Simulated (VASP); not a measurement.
A convergence study with VASP on Sb (space group R-3m): one setting is varied, all else stays as given below, so the limit is that of these other settings.

```xyz
2
Lattice="3.9771 -2.1658 0.0000 3.9771 2.1658 0.0000 2.7977 0.0000 3.5610" Properties=species:S:1:pos:R:3 pbc="T T T"
Sb     2.5581     0.0000     0.8472
Sb     8.2414     0.0000     2.7295
```

Computed with PBEsol GGA, VASP's PBE PAW potentials (set 64) (plane waves; VASP). The tightest run used: 300 eV cut-off, 18×18×18 Γ-centred mesh, Fermi-Dirac smearing of 0.10 eV, potentials Sb.

```tsv
setting	E (eV/atom)	pressure (GPa)	largest force (eV/Å)	irreducible k-points
2×2×2 mesh	-3.5292	4.58	2.072	4
3×3×3 mesh	-4.6053	-0.53	0.391	6
4×4×4 mesh	-4.5729	-1.31	0.352	13
5×5×5 mesh	-4.5710	-1.41	0.227	19
6×6×6 mesh	-4.5607	-1.28	0.220	32
7×7×7 mesh	-4.5628	-1.30	0.131	44
8×8×8 mesh	-4.5569	-1.35	0.120	65
```

Q: These are the cheaper rows. Estimate the results at 18×18×18 mesh, and how far the last row shown lies from them.

A: 
| quantity | tightest run | last row shown is off by |
|---|---|---|
| E (eV/atom) | -4.5520 | -0.0050 |
| pressure (GPa) | -1.31 | -0.03 |
| largest force (eV/Å) | 0.081 | 0.039 |

Left out are rungs that failed or repeat a setting and relaxations that didn't move; long series are thinned to 24 rows.

The structure is a typed Sb crystal (space group no. 166). The cell was not relaxed at this level, forces remain on its atoms.
